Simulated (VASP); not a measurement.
Data:

```yaml
crystal:
  lattice:
    - [0.00000, 3.46133, 3.46133]
    - [3.46133, 0.00000, 3.46133]
    - [3.46133, 3.46133, 0.00000]
  atoms:
    - { symbol: Ba, position: [0.00000, 0.00000, 0.00000] }
    - { symbol: Te, position: [0.50000, 0.50000, 0.50000] }
```

These are PBE GGA with D3 dispersion (Becke-Johnson damping), VASP's PBE PAW potentials (set 64) (plane waves; VASP) values and carry that method's errors. Run with 520 eV cut-off, 7×7×7 Γ-centred mesh, Gaussian smearing of 0.050 eV, potentials Ba_sv Te.

**Question.** The job: BaTe (rock salt), 2 atoms, PBE-D3(BJ), static run, 520 eV, 7×7×7 Γ-centred mesh. Roughly how much core time does it take on a busy server core?

**Answer.** About 10 core-seconds (one run on a shared machine, a rough figure). It had 20 irreducible k-points, 12 bands, up to 2247 plane waves and 13 electronic steps.

The compound is BaTe in the rock salt structure. This cell is one point of a volume scan, at 0.97 of the reference volume.
